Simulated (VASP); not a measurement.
Calculation: RPBE GGA, VASP's PBE PAW potentials (set 64) (plane waves; VASP).

VASP ran on this input.

### KPOINTS
```
Automatic mesh
0
Gamma
14 14 14
0 0 0
```

### INCAR
```
! general
SYSTEM  = Sn
PREC    = Accurate
ENCUT   = 520
LREAL   = .FALSE.
LASPH   = .TRUE.

! electronic loop
EDIFF   = 1E-7
NELM    = 100
ALGO    = Normal
LMAXMIX = 4

! smearing
ISMEAR  = -5

! functional
GGA     = RP

! ions
ISIF    = 2

! output
LWAVE   = .FALSE.
LCHARG  = .TRUE.
LORBIT  = 11
NEDOS   = 601
```

File POSCAR:
```
Sn
1
   -3.0097875652     3.0097875652     1.6161560707
    3.0097875652    -3.0097875652     1.6161560707
    3.0097875652     3.0097875652    -1.6161560707
Sn
2
Direct
  0.2500000000   0.7500000000   0.5000000000
  0.0000000000   0.0000000000   0.0000000000
```

POTCAR, in this order: Sn_d (PBE.64 set). Program: vasp_std.

Output

File OSZICAR:
```
       N       E                     dE             d eps       ncg     rms          rms(c)
DAV:   1     0.201557715825E+03    0.20156E+03   -0.15061E+04  8788   0.235E+03
DAV:   2     0.111805133968E+02   -0.19038E+03   -0.18855E+03  8798   0.447E+02
DAV:   3    -0.632591638613E+01   -0.17506E+02   -0.17347E+02 10146   0.139E+02
DAV:   4    -0.685413639521E+01   -0.52822E+00   -0.52658E+00  9960   0.263E+01
DAV:   5    -0.687440355912E+01   -0.20267E-01   -0.20271E-01 11868   0.473E+00    0.213E+00
DAV:   6    -0.687061147434E+01    0.37921E-02   -0.28210E-02 11232   0.250E+00    0.122E+00
DAV:   7    -0.687272630838E+01   -0.21148E-02   -0.20773E-02 11286   0.208E+00    0.151E-01
DAV:   8    -0.687292691691E+01   -0.20061E-03   -0.18657E-03  9990   0.614E-01    0.386E-02
DAV:   9    -0.687293170009E+01   -0.47832E-05   -0.66172E-05 11420   0.829E-02    0.131E-02
DAV:  10    -0.687292466454E+01    0.70355E-05   -0.11030E-05 10888   0.488E-02    0.163E-03
DAV:  11    -0.687292563003E+01   -0.96549E-06   -0.33887E-07  7950   0.816E-03    0.996E-04
DAV:  12    -0.687292532251E+01    0.30752E-06   -0.10365E-07  5212   0.408E-03    0.343E-04
DAV:  13    -0.687292536910E+01   -0.46588E-07   -0.18992E-08  4642   0.210E-03
   1 F= -.68729254E+01 E0= -.68729254E+01  d E =0.000000E+00
```

OUTCAR:
```
------------------------ aborting loop because EDIFF is reached ----------------------------------------
  FORCE on cell =-STRESS in cart. coord.  units (eV):
  Direction    XX          YY          ZZ          XY          YZ          ZX
  --------------------------------------------------------------------------------------
  Total       -0.0956883     -0.0956883      0.0846908      0.0000000      0.0000000      0.0000000
  in kB       -2.6179090     -2.6179090      2.3170297      0.0000000      0.0000000      0.0000000
  external PRESSURE =      -0.9729294 kB  Pullay stress =       0.0000000 kB
  volume of cell :       58.56
      direct lattice vectors                 reciprocal lattice vectors
    -3.009787565  3.009787565  1.616156071     0.000000000  0.166124681  0.309376062
     3.009787565 -3.009787565  1.616156071     0.166124681  0.000000000  0.309376062
     3.009787565  3.009787565 -1.616156071     0.166124681  0.166124681  0.000000000
 POSITION                                       TOTAL-FORCE (eV/Angst)
 -----------------------------------------------------------------------------------
      3.00979      0.00000      0.80808        -0.000000     -0.000000      0.000000
      0.00000      0.00000      0.00000         0.000000      0.000000     -0.000000
 -----------------------------------------------------------------------------------
    total drift:                               -0.000000     -0.000000      0.000000
  FREE ENERGIE OF THE ION-ELECTRON SYSTEM (eV)
  ---------------------------------------------------
  free  energy   TOTEN  =        -6.8729253691 eV

  energy  without entropy=       -6.8729253691  energy(sigma->0) =       -6.87292537

 total charge

# of ion       s       p       d       tot
------------------------------------------
    1        1.246   0.955   9.964  12.164
    2        1.246   0.955   9.964  12.164
--------------------------------------------------
tot          2.492   1.909  19.927  24.329
```
(Selected blocks of OUTCAR.)

File OUTCAR:
```
 val. band max:        7.2997649079   @ k =   0.5000   0.3571   0.0714

 cond. band min:       7.0731922398   @ k =  -0.1429  -0.2143   0.1429


 Fermi energy:         7.1864177055

 k-point     1 :       0.0000    0.0000    0.0000
  band No.  band energies     occupation
      1     -14.4367      2.00000
      2     -14.3897      2.00000
      3     -14.3443      2.00000
      4     -14.3366      2.00000
      5     -14.2156      2.00000
      6     -14.2156      2.00000
      7     -14.2078      2.00000
      8     -14.2078      2.00000
      9     -14.1422      2.00000
     10     -14.0525      2.00000
     11      -3.3887      2.00000
     12       3.2485      2.00000
     13       5.3560      2.00000
     14       5.3560      2.00000
     15      10.2027      0.00000
     16      12.9518      0.00000
     17      12.9518      0.00000
     18      13.7655      0.00000

 k-point     2 :       0.0714    0.0000   -0.0000
  band No.  band energies     occupation
      1     -14.4342      2.00000
      2     -14.3806      2.00000
      3     -14.3338      2.00000
      4     -14.3337      2.00000
      5     -14.2217      2.00000
      6     -14.2211      2.00000
      7     -14.2087      2.00000
      8     -14.2081      2.00000
      9     -14.1436      2.00000
     10     -14.0552      2.00000
     11      -3.2926      2.00000
     12       3.1556      2.00000
     13       5.3676      2.00000
     14       5.6321      2.00000
     15      10.3649      0.00000
     16      12.4966      0.00000
     17      12.9655      0.00000
     18      13.0023      0.00000

 k-point     3 :       0.1429    0.0000   -0.0000
  band No.  band energies     occupation
      1     -14.4267      2.00000
      2     -14.3557      2.00000
      3     -14.3259      2.00000
      4     -14.3068      2.00000
      5     -14.2357      2.00000
      6     -14.2293      2.00000
      7     -14.2142      2.00000
      8     -14.2135      2.00000
      9     -14.1475      2.00000
...
```

For a metal the tetrahedron method with Blöchl corrections gives inexact stress and forces. Unless said otherwise, spin-orbit coupling is left out, though it shifts the bands of the heavy elements here.

The compound is Sn in the beta structure. It was relaxed first, which changed the volume by +8 %.
